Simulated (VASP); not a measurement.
Output of a VASP run:

OSZICAR:
```
       N       E                     dE             d eps       ncg     rms          rms(c)
DAV:   1     0.101405141397E+03    0.10141E+03   -0.66530E+03   480   0.113E+03
DAV:   2     0.396170962808E+01   -0.97443E+02   -0.91367E+02   592   0.254E+02
DAV:   3    -0.174375159544E+01   -0.57055E+01   -0.56721E+01   612   0.574E+01
DAV:   4    -0.201741472103E+01   -0.27366E+00   -0.27332E+00   896   0.115E+01
DAV:   5    -0.201819324540E+01   -0.77852E-03   -0.77851E-03   608   0.647E-01    0.340E+00
DAV:   6    -0.192744007428E+01    0.90753E-01   -0.12793E-01   584   0.231E+00    0.240E+00
DAV:   7    -0.191639791154E+01    0.11042E-01   -0.12642E-01   604   0.204E+00    0.841E-01
DAV:   8    -0.191880512714E+01   -0.24072E-02   -0.14413E-02   608   0.934E-01    0.121E-01
DAV:   9    -0.191884696677E+01   -0.41840E-04   -0.64131E-04   628   0.165E-01    0.692E-02
DAV:  10    -0.191898530411E+01   -0.13834E-03   -0.19742E-04   592   0.105E-01    0.425E-02
DAV:  11    -0.191898101999E+01    0.42841E-05   -0.41522E-05   596   0.356E-02    0.691E-03
DAV:  12    -0.191898105412E+01   -0.34138E-07   -0.25957E-06   608   0.163E-02    0.101E-02
DAV:  13    -0.191898108254E+01   -0.28414E-07   -0.29410E-07   604   0.562E-03
   1 F= -.19189811E+01 E0= -.19189811E+01  d E =0.000000E+00
```

OUTCAR:
```
------------------------ aborting loop because EDIFF is reached ----------------------------------------
  FORCE on cell =-STRESS in cart. coord.  units (eV):
  Direction    XX          YY          ZZ          XY          YZ          ZX
  --------------------------------------------------------------------------------------
  Total       -0.0014802     -0.0014802     -0.0014802      0.0000000     -0.0000000     -0.0000000
  in kB       -0.0272610     -0.0272610     -0.0272610      0.0000000     -0.0000000     -0.0000000
  external PRESSURE =      -0.0272610 kB  Pullay stress =       0.0000000 kB
  volume of cell :       87.00
      direct lattice vectors                 reciprocal lattice vectors
     0.000000000  3.516860697  3.516860697    -0.142172250  0.142172250  0.142172250
     3.516860697  0.000000000  3.516860697     0.142172250 -0.142172250  0.142172250
     3.516860697  3.516860697  0.000000000     0.142172250  0.142172250 -0.142172250
  FREE ENERGIE OF THE ION-ELECTRON SYSTEM (eV)
  ---------------------------------------------------
  free  energy   TOTEN  =        -1.9189810825 eV

  energy  without entropy=       -1.9189810825  energy(sigma->0) =       -1.91898108

 total charge

# of ion       s       p       d       tot
------------------------------------------
    1        1.955   5.546   0.024   7.526
    2        1.497   2.842   0.001   4.340
--------------------------------------------------
tot          3.453   8.388   0.025  11.866
```
(Selected blocks of OUTCAR.)

File POSCAR:
```
KI
1
    0.0000000000     3.5168606974     3.5168606974
    3.5168606974    -0.0000000000     3.5168606974
    3.5168606974     3.5168606974    -0.0000000000
K I
1 1
Direct
  0.0000000000   0.0000000000   0.0000000000
  0.5000000000   0.5000000000   0.5000000000
```

### Question
Write an INCAR and KPOINTS that could have produced this output.

### Answer
Several could match; the one computed here: the input of the run itself, rev-vdW-DF2, plane waves, VASP's PBE PAW potentials (set 64).

File KPOINTS:
```
Automatic mesh
0
Gamma
7 7 7
0 0 0
```

INCAR:
```
NELM = 100
PARAM1 = 0.1234568
ZAB_VDW = -1.8867
LCHARG = .TRUE.
ENCUT = 520
PREC = Accurate
LASPH = .TRUE.   # aspherical one-centre terms
LREAL = .FALSE.
ALGO = Normal
LORBIT = 11
LWAVE = .FALSE.
PARAM2 = 0.7114
ISMEAR = -5   # tetrahedra, Bloechl
GGA = MK
AGGAC = 0.0
ISIF = 2   # forces and stress, cell fixed
LMAXMIX = 4   # l cut-off of mixed one-centre charges
NEDOS = 601
LUSE_VDW = .TRUE.
EDIFF = 1E-7
SYSTEM = KI
```

POTCAR, in this order: K_sv I (PBE.64 set). Program: vasp_std.

The compound is KI in the rock salt structure. It was relaxed first.
